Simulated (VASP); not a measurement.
# BeOsF (P-6m2) in VASP: optical spectrum with LMBJ

Aim: the optical spectrum of BeOsF with LMBJ.

All numbers are computed with VASP 6.6.1; they aren't measurements. Logs are shortened: lines on timing, memory, paths and dates and some standing lists are left out, and cuts for length are marked.

## (1) Starting point

Symmetry: P-6m2, No. 187, hexagonal system. The conventional cell has a = 3.476 Å, b = 3.476 Å, c = 3.484 Å, α = 90.00°, β = 90.00°, γ = 120.00°. Around Be (site symmetry -6m2) lie 3 Os at 2.01 Å. Os (site symmetry -6m2) is surrounded by 3 Be at 2.01 Å. Around F (site symmetry -6m2) lie 6 Be at 2.66 Å and 6 Os at 2.66 Å.

The cell was built by a generator and needn't be a form met in nature.

## (2) Optical spectrum, LMBJ

POSCAR

```
BeOsF
1.0
    3.4755500200      0.0000000000      0.0000000000
   -1.7377750100      3.0099146100      0.0000000000
    0.0000000000      0.0000000000      3.4842265700
Be Os F
1 1 1
Direct
    0.3333333300      0.6666666700      0.5000000000
    0.0000000000      0.0000000000      0.5000000000
    0.6666666700      0.3333333300      0.0000000000
```

INCAR.step1

```
PREC = Accurate
ENCUT = 520
EDIFF = 1E-5
ISMEAR = 1
SIGMA = 0.01
LREAL = F
LASPH = T
NELM = 60
ALGO = Normal
ISIF = 2
LWAVE = T
LCHARG = F
NBANDS = 32
GGA = PE
```

INCAR.step2

```
PREC = Accurate
ENCUT = 520
EDIFF = 1E-7
ISMEAR = 1
SIGMA = 0.01
LREAL = F
LASPH = T
NELM = 60
ALGO = Normal
ISIF = 2
LWAVE = F
LCHARG = F
METAGGA = LMBJ
LOPTICS = T
NBANDS = 32
NEDOS = 1000
CSHIFT = 0.1
ISTART = 1
```

KPOINTS

```
Automatic mesh
0
Gamma
  9 9 8
```

Potentials or basis: VASP PAW PBE potentials, release 54 (Be, Os, F).

Command:

```
cat potpaw_PBE.54/Be/POTCAR potpaw_PBE.54/Os/POTCAR potpaw_PBE.54/F/POTCAR > POTCAR
cp INCAR.step1 INCAR
mpirun -np 1 vasp_std > vasp.out
cp INCAR.step2 INCAR
mpirun -np 1 vasp_std > vasp.out
```

OUTCAR:

```text
PREC = Accurate
   ENCUT = 520
   EDIFF = 1E-7
   ISMEAR = 1
   LREAL = F
   LASPH = T
   NELM = 60
   ISIF = 2
   METAGGA = LMBJ
   ISTART = 1

 ion  position               nearest neighbor table
   1  0.333  0.667  0.500-   2 2.01   2 2.01   2 2.01
   2  0.000  0.000  0.500-   1 2.01   1 2.01   1 2.01
   3  0.667  0.333  0.000-

  LATTYP: Found a hexagonal cell.
 ALAT       =     3.4755500200
 C/A-ratio  =     1.0024964538

  Lattice vectors:

 A1 = (   3.4755500200,   0.0000000000,   0.0000000000)
 A2 = (  -1.7377750100,   3.0099146100,   0.0000000000)
 A3 = (   0.0000000000,   0.0000000000,   3.4842265700)

Analysis of symmetry for initial positions (statically):
=====================================================================
 Subroutine PRICEL returns:
 Original cell was already a primitive cell.

 Routine SETGRP: Setting up the symmetry group for a
 hexagonal supercell.

 Subroutine GETGRP returns: Found 12 space group operations
 (whereof 12 operations were pure point group operations)
 out of a pool of 24 trial point group operations.

The static configuration has the point symmetry D_3h.

Analysis of symmetry for dynamics (positions and initial velocities):
=====================================================================
 Subroutine PRICEL returns:
 Original cell was already a primitive cell.

 Routine SETGRP: Setting up the symmetry group for a
 hexagonal supercell.

 Subroutine GETGRP returns: Found 12 space group operations
 (whereof 12 operations were pure point group operations)
 out of a pool of 24 trial point group operations.

The dynamic configuration has the point symmetry D_3h.

 Subroutine INISYM returns: Found 12 space group operations
 (whereof 12 operations are pure point group operations),
 and found     1 'primitive' translations

----------------------------------------------------------------------------------------

                                     Primitive cell

  volume of cell :      36.4489

  direct lattice vectors                    reciprocal lattice vectors
     3.475550020  0.000000000  0.000000000     0.287724243  0.166117669  0.000000000
    -1.737775010  3.009914610  0.000000000     0.000000000  0.332235339  0.000000000
     0.000000000  0.000000000  3.484226570     0.000000000  0.000000000  0.287007742

  length of vectors
     3.475550020  3.475550020  3.484226570     0.332235339  0.332235339  0.287007742

  position of ions in fractional coordinates (direct lattice)
     0.333333330  0.666666670  0.500000000
     0.000000000  0.000000000  0.500000000
     0.666666670  0.333333330  0.000000000

  ion indices of the primitive-cell ions
   primitive index   ion index
                 1           1
                 2           2
                 3           3

----------------------------------------------------------------------------------------

 KPOINTS: Automatic mesh

[... 81 lines left out ...]
   EFERMI =   0.00;   METHOD = LEGACY
   ISMEAR =     1;   SIGMA  =   0.01  broadening in eV -4-tet -1-fermi 0-gaus
   EFERMI_NEDOS =   21; number of points for ismear=-14 and -15
   IALGO  =     38    algorithm
   IMIX   =      4    mixing-type and parameters
     AMIX     =   0.40;   BMIX     =  1.00
     AMIX_MAG =   1.60;   BMIX_MAG =  1.00
  volume/ion in A,a.u.               =      12.15        81.99
  Fermi-wavevector in a.u.,A,eV,Ry     =   1.269589  2.399175 21.930631  1.611856
  Thomas-Fermi vector in A             =   2.402622
   LORBIT       =      0    0 simple, 1 ext, 2 COOP (PROOUT), +10 PAW based schemes
   METAGGA = LMBJ    functional components
   LHFCALC =     F    Hartree Fock is set to
   AEXX    =    0.0000 exact exchange contribution
   IVDW    =     0    specifies the selected vdW correction
   LEPSILON=     F    determine dielectric tensor
   LRPA    =     F    only Hartree local field effects (RPA)
 non-spin polarized calculation
 Methfessel and Paxton  Order N= 1 SIGMA  =   0.01
  energy-cutoff  :      520.00
  volume of cell :       36.45
 maximum number of plane-waves:      1003
 NGX is ok and might be reduce to    28
   NGX = 13   NGY = 13   NGZ = 13

 number of electron      17.0000000 magnetization

 Free energy of the ion-electron system (eV)
  ---------------------------------------------------
  ext. energy  EPLUGINS =         0.00000000
  ---------------------------------------------------
  free energy    TOTEN  =       917.82254386 eV

  energy without entropy =      917.82256933  energy(sigma->0) =      917.82255235

 E-fermi :   5.2455     XC(G=0):  -9.2689

 val. band max:        5.2443717553   @ k =   0.4444   0.1111   0.2500
 cond. band min:       5.2473240502   @ k =   0.0000   0.0000   0.3750
 fundamental gap:      0.0029522948
 Fermi energy:         5.2454740158

 k-point     1 :       0.0000    0.0000    0.0000
  band No.  band energies     occupation
      1     -20.1945      2.00000
      2      -0.5368      2.00000
      3      -0.5366      2.00000
      4      -0.4282      2.00000
      5      -0.2695      2.00000
      6       2.7333      2.00000
[... 541 lines left out ...]
     19      27.4329      0.00000
     20      27.4958      0.00000

 [... further k-points ...]

 [bands above 20 left out]

------------------------ aborting loop because EDIFF is reached ----------------------------------------

  FORCE on cell =-STRESS in cart. coord.  units (eV):
  Direction    XX          YY          ZZ          XY          YZ          ZX
  --------------------------------------------------------------------------------------
  -------------------------------------------------------------------------------------
  Total        8.2792389      8.2792389     14.0183596      0.0000000     -0.0000000      0.0000000
  in kB      363.9291888    363.9291890    616.2028057      0.0000000     -0.0000000      0.0000000
  external PRESSURE =     448.0203945 kB  Pullay stress =       0.0000000 kB

 VOLUME and BASIS-vectors are now :
 -----------------------------------------------------------------------------
  energy-cutoff  :      520.00
  volume of cell :       36.45
      direct lattice vectors                 reciprocal lattice vectors
     3.475550020  0.000000000  0.000000000     0.287724243  0.166117669  0.000000000
    -1.737775010  3.009914610  0.000000000     0.000000000  0.332235339  0.000000000
     0.000000000  0.000000000  3.484226570     0.000000000  0.000000000  0.287007742

 POSITION                                       TOTAL-FORCE (eV/Angst)
 -----------------------------------------------------------------------------------
     -0.00000      2.00661      1.74211         0.000000     -0.000000      0.000000
      0.00000      0.00000      1.74211        -0.000000      0.000000      0.000000
      1.73778      1.00330      0.00000         0.000000      0.000000      0.000000
 -----------------------------------------------------------------------------------
    total drift:                                0.000014     -0.000008     -0.000000

  FREE ENERGIE OF THE ION-ELECTRON SYSTEM (eV)
  ---------------------------------------------------
  free  energy   TOTEN  =       917.8225438583 eV

  energy  without entropy=      917.8225693266  energy(sigma->0) =      917.82255235

 electrical conductivity sigma (Mega S m-1) (frequency dependency in vasprun.xml)
  --------------------------------------------------------------------------------------
       0.016       0.000      -0.000
       0.000       0.016       0.000
      -0.000       0.000       0.009

  frequency dependent IMAGINARY DIELECTRIC FUNCTION (independent particle, no local field effects) density-density
     E(ev)      X         Y         Z        XY        YZ        ZX
  --------------------------------------------------------------------------------------------------------------
     0.00000     0.00000     0.00000     0.00000     0.00000     0.00000     0.00000
     0.80826    25.38602    25.38602    31.71473    -0.00000    -0.00000     0.00000
     1.61653    15.57527    15.57527    15.72415    -0.00000     0.00000     0.00000
     2.42479     7.11228     7.11228     7.43656     0.00000    -0.00000    -0.00000
     3.23305     8.07070     8.07070     5.09239    -0.00000    -0.00000    -0.00000
     4.04131    11.38599    11.38599     2.28159    -0.00000     0.00000    -0.00000
[... 92 lines left out ...]
    79.20976     0.00027     0.00027     0.00024     0.00000     0.00000    -0.00000
    80.01802     0.00026     0.00026     0.00024     0.00000     0.00000    -0.00000

  frequency dependent      REAL DIELECTRIC FUNCTION (independent particle, no local field effects) density-density
     E(ev)        X           Y           Z          XY          YZ          ZX
  --------------------------------------------------------------------------------------------------------------
     0.00000   406.60172   406.60172    47.05953     0.00000     0.00000    -0.00000
     0.80826     9.10566     9.10566    17.51533    -0.00000    -0.00000    -0.00000
     1.61653    -4.62260    -4.62260   -12.29341     0.00000     0.00000    -0.00000
     2.42479     1.68712     1.68712    -3.34679     0.00000     0.00000    -0.00000
     3.23305     6.41572     6.41572    -2.17326     0.00000    -0.00000    -0.00000
     4.04131     0.57868     0.57868    -1.10221     0.00000     0.00000    -0.00000
[... 92 lines left out ...]
    79.20976     0.90218     0.90218     0.91329     0.00000     0.00000     0.00000
    80.01802     0.90433     0.90433     0.91522     0.00000     0.00000     0.00000

  frequency dependent IMAGINARY DIELECTRIC FUNCTION (independent particle, no local field effects) current-current
     E(ev)      X         Y         Z        XY        YZ        ZX
  --------------------------------------------------------------------------------------------------------------
     0.00000   576.21844   576.21844   116.98487    -0.00000     0.00000    -0.00000
     0.80826    26.62995    26.62995    35.65152     0.00000    -0.00000    -0.00000
     1.61653    14.78618    14.78618    14.00462    -0.00000     0.00000    -0.00000
     2.42479     7.13277     7.13277     7.01645    -0.00000    -0.00000    -0.00000
     3.23305     8.39236     8.39236     4.87819    -0.00000    -0.00000     0.00000
     4.04131    11.32438    11.32438     2.17418    -0.00000    -0.00000     0.00000
[... 92 lines left out ...]
    79.20976     0.00002     0.00002     0.00002    -0.00000     0.00000    -0.00000
    80.01802     0.00002     0.00002     0.00002    -0.00000     0.00000    -0.00000

  frequency dependent      REAL DIELECTRIC FUNCTION (independent particle, no local field effects) current-current
     E(ev)        X           Y           Z          XY          YZ          ZX
  --------------------------------------------------------------------------------------------------------------
     0.00000  -146.76679  -146.76679    43.76822     0.00000     0.00000    -0.00000
     0.80826     8.94279     8.94279     8.92101    -0.00000    -0.00000    -0.00000
     1.61653    -4.85154    -4.85154   -13.96317    -0.00000     0.00000     0.00000
     2.42479     1.83917     1.83917    -3.88948    -0.00000    -0.00000     0.00000
     3.23305     6.36940     6.36940    -2.44058     0.00000     0.00000     0.00000
     4.04131     0.29598     0.29598    -1.18759     0.00000     0.00000    -0.00000
[... 92 lines left out ...]
    79.20976     0.90288     0.90288     0.91336    -0.00000     0.00000     0.00000
    80.01802     0.90502     0.90502     0.91529    -0.00000     0.00000     0.00000
```

Wall time 14 min (1 thread of AMD EPYC, shared host); peak memory 0.25 GiB.

Results:

```
Band gap on the k mesh : none (metal or under the smearing width)
```

Dielectric function (mean over the directions given):
```
energy (eV)  real part  imaginary part
       0.32      -0.44           56.22
       0.97      16.20           27.24
       1.62      -7.18           15.62
       2.34      -0.74            8.48
       2.99       1.87            6.85
       3.64       0.56            8.89
       4.36      -1.17            6.41
       5.01      -0.25            5.37
       5.74       1.74            4.40
       6.39       1.11            4.34
       7.03       1.64            5.30
       7.76      -1.69            3.59
       8.41      -1.11            2.63
       9.05      -0.38            2.71
       9.78      -0.25            1.96
      10.43      -0.01            1.37
      11.15       0.38            1.13
      11.80       0.35            1.43
      12.45       0.41            1.24
      13.17       0.50            0.98
      13.82       0.68            1.02
      14.47       0.73            0.92
      15.20       0.91            0.89
      15.84       1.42            0.83
      16.57       1.45            1.07
      17.22       1.48            1.46
      17.86       0.97            1.92
      18.59       0.63            1.65
      19.24       0.86            1.42
      19.96       0.57            1.54
```

Caveat: spectra need much finer meshes, so this one isn't converged; independent-particle spectra lack excitons; the intraband (Drude) part of a metal's response may be missing; the PAW data sets were made with another functional, which shifts forces and pressure a little; an odd number of electrons without spin polarisation forces a metal; a magnetic or distorted state may lie lower. The run has no spin-orbit coupling, so splittings on Os are missing.
